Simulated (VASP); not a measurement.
Output of a VASP run:

File OSZICAR:
```
       N       E                     dE             d eps       ncg     rms          rms(c)
DAV:   1     0.101379602429E+03    0.10138E+03   -0.76559E+03  2432   0.134E+03
DAV:   2    -0.253934584732E+02   -0.12677E+03   -0.12378E+03  2584   0.465E+02
DAV:   3    -0.309704069024E+02   -0.55769E+01   -0.53271E+01  3628   0.815E+01
DAV:   4    -0.313328477549E+02   -0.36244E+00   -0.35947E+00  3478   0.178E+01
DAV:   5    -0.313470896047E+02   -0.14242E-01   -0.14234E-01  3696   0.284E+00    0.116E+01
DAV:   6    -0.237521634321E+02    0.75949E+01   -0.43680E+00  3498   0.317E+01    0.123E+00
DAV:   7    -0.247940344370E+02   -0.10419E+01   -0.35123E-01  3018   0.683E+00    0.131E+00
DAV:   8    -0.242890427447E+02    0.50499E+00   -0.48844E-01  3682   0.968E+00    0.123E+00
DAV:   9    -0.245794588928E+02   -0.29042E+00   -0.26498E-01  2640   0.552E+00    0.543E-01
DAV:  10    -0.245865110942E+02   -0.70522E-02   -0.97660E-03  3392   0.107E+00    0.160E-01
DAV:  11    -0.245888224612E+02   -0.23114E-02   -0.28824E-03  2628   0.737E-01    0.832E-02
DAV:  12    -0.245891943484E+02   -0.37189E-03   -0.16719E-03  2504   0.522E-01    0.688E-02
DAV:  13    -0.245896212040E+02   -0.42686E-03   -0.86906E-05  3642   0.122E-01    0.351E-02
DAV:  14    -0.245896997005E+02   -0.78496E-04   -0.26140E-05  2606   0.770E-02    0.308E-02
DAV:  15    -0.245897155632E+02   -0.15863E-04   -0.14812E-05  3760   0.518E-02    0.191E-02
DAV:  16    -0.245897354727E+02   -0.19910E-04   -0.86834E-06  3290   0.416E-02    0.399E-03
DAV:  17    -0.245897353374E+02    0.13530E-06   -0.22178E-07  2318   0.563E-03    0.105E-03
DAV:  18    -0.245897357059E+02   -0.36843E-06   -0.18514E-07  1624   0.602E-03    0.602E-04
DAV:  19    -0.245897354034E+02    0.30251E-06   -0.31093E-08  1310   0.336E-03    0.209E-04
DAV:  20    -0.245897354798E+02   -0.76399E-07   -0.50616E-09  1294   0.100E-03
   1 F= -.24589735E+02 E0= -.24589619E+02  d E =-.350937E-03
```

OUTCAR:
```
------------------------ aborting loop because EDIFF is reached ----------------------------------------
  FORCE on cell =-STRESS in cart. coord.  units (eV):
  Direction    XX          YY          ZZ          XY          YZ          ZX
  --------------------------------------------------------------------------------------
  Total        1.2976901      1.2976901      1.2976901      0.0000000     -0.0000000      0.0000000
  in kB      123.4364627    123.4364627    123.4364627      0.0000000     -0.0000000      0.0000000
  external PRESSURE =     123.4364627 kB  Pullay stress =       0.0000000 kB
  volume of cell :       16.84
      direct lattice vectors                 reciprocal lattice vectors
    -1.614827138  1.614827138  1.614827138     0.000000000  0.309630665  0.309630665
     1.614827138 -1.614827138  1.614827138     0.309630665  0.000000000  0.309630665
     1.614827138  1.614827138 -1.614827138     0.309630665  0.309630665  0.000000000
 POSITION                                       TOTAL-FORCE (eV/Angst)
 -----------------------------------------------------------------------------------
      0.00000      0.00000      0.00000         0.000000      0.000000      0.000000
 -----------------------------------------------------------------------------------
    total drift:                                0.000000      0.000000      0.000000
  FREE ENERGIE OF THE ION-ELECTRON SYSTEM (eV)
  ---------------------------------------------------
  free  energy   TOTEN  =       -24.5897354798 eV

  energy  without entropy=      -24.5893845429  energy(sigma->0) =      -24.58961850
```
(Selected blocks of OUTCAR.)

File POSCAR:
```
Nb
1
   -1.6148271378     1.6148271378     1.6148271378
    1.6148271378    -1.6148271378     1.6148271378
    1.6148271378     1.6148271378    -1.6148271378
Nb
1
Direct
  0.0000000000   0.0000000000   0.0000000000
```

Task: Write an INCAR and KPOINTS that could have produced this output.

Result: One answer among several that fit: the input of the run itself, r2SCAN+rVV10, plane waves, VASP's PBE PAW potentials (set 64).

File KPOINTS:
```
Automatic mesh
0
gamma
  15 15 15
```

INCAR:
```
ALGO = Normal
BPARAM = 11.95
CPARAM = 0.0093
EDIFF = 1E-7
ENCUT = 520
ISIF = 2
ISMEAR = 1
LASPH = .True.
LCHARG = .False.
LMAXMIX = 4
LMIXTAU = .True.
LREAL = .False.
LUSE_VDW = .True.
LWAVE = .False.
METAGGA = R2SCAN
NELM = 100
PREC = Accurate
SIGMA = 0.1
SYSTEM = Nb
```

POTCAR, in this order: Nb_sv (PBE.64 set). Program: vasp_std.

The compound is Nb in the bcc structure. This cell is one point of a volume scan, at 0.94 of the reference volume.
